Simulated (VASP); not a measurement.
The input files of a VASP run:

File POSCAR:
```
Te
1
    2.2300000000     3.8624730000     0.0000000000
    2.2300000000    -3.8624730000     0.0000000000
    0.0000000000     0.0000000000     5.9300000000
Te
3
Direct
  0.2630000000   0.0000000000   0.6666670000
  0.7370000000   0.7370000000   0.0000000000
  0.0000000000   0.2630000000   0.3333330000
```

INCAR:
```
SYSTEM = Te
PREC = Accurate
ENCUT = 400
EDIFF = 1E-6
NELM = 100
ALGO = Normal
LREAL = .FALSE.
LASPH = .TRUE.
ISMEAR = 0
SIGMA = 0.05
GGA = PE
LMAXMIX = 4
LWAVE = .FALSE.
LCHARG = .FALSE.
ISIF = 2
```

KPOINTS:
```
Automatic mesh
0
Gamma
5 5 4
0 0 0
```

POTCAR, in this order: Te (PBE.64 set). Program: vasp_std.

### Question
What happens when VASP runs on this input?

### Answer
There is a fault: the lattice vectors form a left-handed set. VASP stops with an error: ERROR: the triple product of the basis vectors is negative exchange two basis vectors ----> I REFUSE TO CONTINUE WITH THIS SICK JOB ... BYE!!! <----

**standard output**
```
 -----------------------------------------------------------------------------
|                                                                             |
|     EEEEEEE  RRRRRR   RRRRRR   OOOOOOO  RRRRRR      ###     ###     ###     |
|     E        R     R  R     R  O     O  R     R     ###     ###     ###     |
|     E        R     R  R     R  O     O  R     R     ###     ###     ###     |
|     EEEEE    RRRRRR   RRRRRR   O     O  RRRRRR       #       #       #      |
|     E        R   R    R   R    O     O  R   R                               |
|     E        R    R   R    R   O     O  R    R      ###     ###     ###     |
|     EEEEEEE  R     R  R     R  OOOOOOO  R     R     ###     ###     ###     |
|                                                                             |
|     ERROR: the triple product of the basis vectors is negative exchange     |
|     two basis vectors                                                       |
|                                                                             |
|       ---->  I REFUSE TO CONTINUE WITH THIS SICK JOB ... BYE!!! <----       |
|                                                                             |
 -----------------------------------------------------------------------------
```

To mend it, correct POSCAR.
POSCAR:
```
Te
1
    2.2300000000    -3.8624730000     0.0000000000
    2.2300000000     3.8624730000     0.0000000000
    0.0000000000     0.0000000000     5.9300000000
Te
3
Direct
  0.0000000000   0.2630000000   0.6666670000
  0.7370000000   0.7370000000   0.0000000000
  0.2630000000   0.0000000000   0.3333330000
```
The mended run (PBE GGA, plane waves, VASP's PBE PAW potentials (set 64)) converges, and its OSZICAR ends with
```
   1 F= -.93979939E+01 E0= -.93979939E+01  d E =-.361702E-14
```

The compound is Te in the trig structure. The cell was not relaxed at this level.
